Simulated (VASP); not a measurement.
**Sb2Te4O: relaxation of cell and atoms with PBE**

The system is Sb2Te4O.

```
Sb Te O
1.0
     7.30595    0.00000    0.00000
    -3.65298    6.32714    0.00000
     0.00000    0.00000    5.39807
Sb Te O
2 4 1
Direct
  0.33333 0.66667 0.50000
  0.66667 0.33333 0.50000
  0.50000 0.00000 0.50000
  0.00000 0.50000 0.50000
  0.50000 0.50000 0.50000
  0.00000 0.00000 0.00000
  0.00000 0.00000 0.50000
```

The cell was built by a generator and needn't be a form met in nature.

```
Program                : VASP 6.6.1
Task                   : relaxation of cell and atoms
Functional             : PBE
Potentials or basis    : VASP PAW PBE potentials, release 64 (Sb, Te, O)
Cutoff                 : 520 eV
k mesh                 : 2 × 2 × 3
Occupations            : gaussian, width 0.15 eV
Spin                   : no spin polarisation
Further INCAR settings : PREC = Normal; ALGO = Fast; EDIFF = 0.0001; IBRION = 2; EDIFFG = -0.08; NSW = 24; ISIF = 3
```

```json
{"Relaxed volume": "46.44 Å³/atom", "Relaxed cell": "a = 9.672 Å, b = 9.672 Å, c = 4.012 Å, α = 90.00°, β = 90.00°, γ = 120.00°", "Space group after relaxing (to 0.05 Å)": "P6/mmm (No. 191)", "Energy gained by relaxing": "4063.6 meV/atom", "Ionic steps": "15", "Pressure after relaxing": "-0.2 GPa", "Band gap on the k mesh": "none (metal or under the smearing width)"}
```

Step by step:
| step | energy change (eV) | largest force (eV/Å) | pressure (GPa) | volume (Å³) |
| --- | --- | --- | --- | --- |
| 1 | 0.0000 | 0.0000 | 50.94 | 249.53 |
| 2 | -9.0293 | 0.0000 | -6.86 | 794.33 |
| 3 | -25.2797 | 0.0000 | -3.99 | 448.72 |
| 4 | -25.5229 | 0.0000 | -3.34 | 434.20 |
| 5 | -25.6346 | 0.0000 | -1.70 | 409.77 |
| 6 | -25.6466 | 0.0000 | -1.93 | 414.38 |
| 7 | -25.6444 | 0.0000 | -2.20 | 418.04 |
| 8 | -26.8949 | 0.0000 | -2.19 | 382.48 |
| 9 | -26.2960 | 0.0000 | 9.79 | 274.94 |
| 10 | -27.7542 | 0.0000 | -1.70 | 355.15 |
| 11 | -28.4113 | 0.0000 | 0.86 | 315.13 |
| 12 | -28.4213 | 0.0000 | -0.30 | 325.88 |
| 13 | -28.4453 | 0.0000 | 0.17 | 321.03 |
| 14 | -28.4421 | 0.0000 | 0.38 | 319.08 |
| 15 | -28.4449 | 0.0000 | -0.19 | 325.05 |

Final structure:
```xyz
7
Lattice="9.6717 0.0000 0.0000 -4.8358 8.3759 0.0000 0.0000 0.0000 4.0124" Properties=species:S:1:pos:R:3 pbc="T T T"
Sb    0.0000    5.5840    2.0062
Sb    4.8358    2.7920    2.0062
Te    4.8358    0.0000    2.0062
Te   -2.4179    4.1880    2.0062
Te    2.4179    4.1880    2.0062
Te    0.0000    0.0000    0.0000
O     0.0000    0.0000    2.0062
```

Levels at points of the mesh, in eV from the Fermi level:
```
           k point  band 17  band 18  band 19  band 20  band 21  band 22
(0.00, 0.00, 0.00)     0.21     0.21     0.35     0.35     0.99     1.23
(0.50, 0.00, 0.00)    -0.56    -0.26     0.35     1.07     1.12     1.32
```

It took 2.2 min on 2 MPI ranks on Intel(R) Xeon(R) Platinum 8375C CPU @ 2.90GHz (Ice Lake), on a shared host, peak memory 0.19 GiB a rank.

Caveat: the k mesh is coarse (spacing up to 0.50 Å⁻¹), so the values aren't converged; the volume moved by over 15 % at a fixed basis, so the end points are rough; the relaxation stopped at a loose force limit of 0.08 eV/Å, so its end isn't a converged minimum. Spin-orbit coupling is left out, which matters for the levels of Sb, Te.
